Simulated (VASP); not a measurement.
Input:

```yaml
crystal:
  lattice:
    - [0.00000, 2.73241, 2.73241]
    - [2.73241, 0.00000, 2.73241]
    - [2.73241, 2.73241, 0.00000]
  atoms:
    - { symbol: Mg, position: [0.00000, 0.00000, 0.00000] }
    - { symbol: Se, position: [0.50000, 0.50000, 0.50000] }
```

These are r2SCAN meta-GGA, VASP's PBE PAW potentials (set 64) (plane waves; VASP 6.6.1) values and carry that method's errors. Settings: 480 eV cut-off, 8×8×8 Γ-centred mesh, Gaussian smearing of 0.050 eV, potentials Mg Se.

Each row applies one change to this cell, which was relaxed at other settings and keeps the small stress of the first row; at a fixed cut-off the stress holds a Pulay part, so it need not integrate to ΔE exactly. Stress is in GPa, positive when the cell is compressed; gaps are those on the k-mesh, and 0.00 means metallic.

| change | ΔE (meV/atom) | σxx | σyy | σzz | largest shear component, with its sign (GPa) | largest force (eV/Å) | gap (eV) |
|---|---|---|---|---|---|---|---|
| none | 0.0 | -0.02 | -0.02 | -0.02 | 0.00 | 0.000 | 2.45 |
| uniaxial strain of +4.0 % along z | [?] | [?] | [?] | [?] | [?] | [?] | [?] |
| atom 1 (Mg) moved by 0.025 Å along x | 0.4 | 0.03 | -0.03 | -0.03 | 0.00 | 0.058 | 2.45 |
| shear strain γ_xy = -1.5 % | 0.7 | -0.01 | -0.01 | -0.03 | 0.73 | 0.000 | 2.37 |
| atom 2 (Se) moved by -0.025 Å along y | 0.4 | -0.03 | 0.03 | -0.03 | 0.00 | 0.057 | 2.45 |
| atom 1 (Mg) moved by 0.150 Å along y | 13.8 | -0.17 | 2.07 | -0.17 | 0.00 | 0.393 | 2.46 |
| isotropic strain of -4.0 % | 69.6 | 10.52 | 10.52 | 10.52 | 0.00 | 0.000 | 2.66 |
| biaxial strain of -1.5 % in the yz plane | [?] | [?] | [?] | [?] | [?] | [?] | [?] |
| atom 1 (Mg) moved by -0.150 Å along y | 13.8 | -0.17 | 2.07 | -0.17 | 0.00 | 0.393 | 2.46 |

Question: Fill in the missing entries.

Answer: 
- biaxial strain of -1.5 % in the yz plane, ΔE (meV/atom): 4.9
- biaxial strain of -1.5 % in the yz plane, σxx: 1.14
- biaxial strain of -1.5 % in the yz plane, σyy: 2.68
- biaxial strain of -1.5 % in the yz plane, σzz: 2.68
- biaxial strain of -1.5 % in the yz plane, largest shear component, with its sign (GPa): 0.00
- biaxial strain of -1.5 % in the yz plane, largest force (eV/Å): 0.000
- biaxial strain of -1.5 % in the yz plane, gap (eV): 2.43
- uniaxial strain of +4.0 % along z, ΔE (meV/atom): 11.0
- uniaxial strain of +4.0 % along z, σxx: -1.40
- uniaxial strain of +4.0 % along z, σyy: -1.40
- uniaxial strain of +4.0 % along z, σzz: -3.99
- uniaxial strain of +4.0 % along z, largest shear component, with its sign (GPa): 0.00
- uniaxial strain of +4.0 % along z, largest force (eV/Å): 0.000
- uniaxial strain of +4.0 % along z, gap (eV): 2.21

Failed runs are left out, and for metals the shear rows, which the mesh's noise covers.

The compound is MgSe in the rock salt structure.
